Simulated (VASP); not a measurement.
CdF2:

```
CELL_PARAMETERS angstrom
0.00000 2.70000 2.70000
2.70000 0.00000 2.70000
2.70000 2.70000 0.00000
ATOMIC_POSITIONS crystal
Cd 0.00000 0.00000 0.00000
F 0.25000 0.25000 0.25000
F 0.75000 0.75000 0.75000
```

The cell was built by a generator and needn't be a form met in nature.

* Program: VASP 6.6.1
* Task: relaxation of cell and atoms
* Functional: LDA
* Potentials or basis: VASP PAW LDA potentials, release 64 (Cd, F)
* Cutoff: 600 eV
* k mesh: 12 × 12 × 12
* Occupations: gaussian, width 0.02 eV
* Spin: no spin polarisation

At the start: pressure -5.6 GPa; volume 13.12 Å³/atom.

How do energy, volume and symmetry change on relaxing?

Over 3 steps the energy falls by 11.7 meV/atom and the volume is 12.48 Å³/atom (-4.9 %); space group Fm-3m (No. 225, to 0.05 Å).

Step by step:
| step | energy change (eV) | largest force (eV/Å) | pressure (GPa) | volume (Å³) |
| --- | --- | --- | --- | --- |
| 1 | 0.0000 | 0.0000 | -5.60 | 39.37 |
| 2 | -0.0305 | 0.0000 | 2.31 | 36.81 |
| 3 | -0.0351 | 0.0000 | 0.01 | 37.45 |

Final structure:
```
Cd F
1.0
     0.00000    2.65554    2.65554
     2.65554    0.00000    2.65554
     2.65554    2.65554    0.00000
Cd F
1 2
Direct
  0.00000 0.00000 0.00000
  0.25000 0.25000 0.25000
  0.75000 0.75000 0.75000
```
